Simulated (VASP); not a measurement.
Input of a VASP 6.6.1 run:

The input INCAR:

```
PREC = Accurate
ENCUT = 520
EDIFF = 1E-7
ISMEAR = 0
SIGMA = 0.03
LREAL = F
LASPH = T
NELM = 80
ALGO = Fast
ISIF = 2
LWAVE = F
LCHARG = F
LDIPOL = T
IDIPOL = 3
DIPOL = 0.5 0.5 0.500
GGA = MK
LUSE_VDW = T
AGGAC = 0.0
PARAM1 = 0.1234
PARAM2 = 0.711357
ZAB_VDW = -1.8867
NBANDS = 49
LVHAR = T
LVACPOTAV = T
ICORELEVEL = 1
KPAR = 4
```

Contents of KPOINTS:

```
regular mesh
0
Gamma
  9 9 1
```

The input POSCAR:

```
SnSe2
1.0
    3.8659339500      0.0000000000      0.0000000000
   -1.9329670200      3.3479970400      0.0000000000
    0.0000000000      0.0000000000     30.3819795100
Se Sn
6 3
Direct
    0.6666670000      0.3333340000      0.2468568600
    0.3333330000      0.6666660000      0.3522037000
    0.6666670000      0.3333340000      0.4473265800
    0.3333330000      0.6666660000      0.5526734200
    0.6666670000      0.3333340000      0.6477963000
    0.3333330000      0.6666660000      0.7531431400
    0.0000000000      0.0000000000      0.2995302800
    0.0000000000      0.0000000000      0.5000000000
    0.0000000000      0.0000000000      0.7004697200
```

Potentials or basis: VASP PAW PBE potentials, release 64 (Se, Sn_d).

The run is started by

```bash
$ cat potpaw_PBE.64/Se/POTCAR potpaw_PBE.64/Sn_d/POTCAR > POTCAR
$ mpirun -np 4 vasp_std > vasp.out
```

Problem. What does it give for the band gap on the k mesh?

Solution. 0.60 eV, indirect (least direct gap 0.84 eV).

Problem. Estimate the largest force.

Solution. 0.039 eV/Å.

Core levels (eV, on the scale of the bands):
| atom | levels |
| --- | --- |
| 1 Se | 1s -12496.5, 2s -1600.1, 2p -1406.4, 3s -206.7, 3p -146.2, 3d -46.4 |
| 2 Se | 1s -12496.6, 2s -1600.1, 2p -1406.4, 3s -206.8, 3p -146.3, 3d -46.4 |
| 3 Se | 1s -12496.6, 2s -1600.1, 2p -1406.5, 3s -206.8, 3p -146.3, 3d -46.5 |
| 4 Se | 1s -12496.6, 2s -1600.1, 2p -1406.5, 3s -206.8, 3p -146.3, 3d -46.5 |
| 5 Se | 1s -12496.6, 2s -1600.1, 2p -1406.4, 3s -206.8, 3p -146.3, 3d -46.4 |
| 6 Se | 1s -12496.5, 2s -1600.1, 2p -1406.4, 3s -206.7, 3p -146.2, 3d -46.4 |

Caveat: the PAW data sets were made with another functional, which shifts forces and pressure a little; spin-orbit coupling is left out, which moves the levels of the heavy elements.
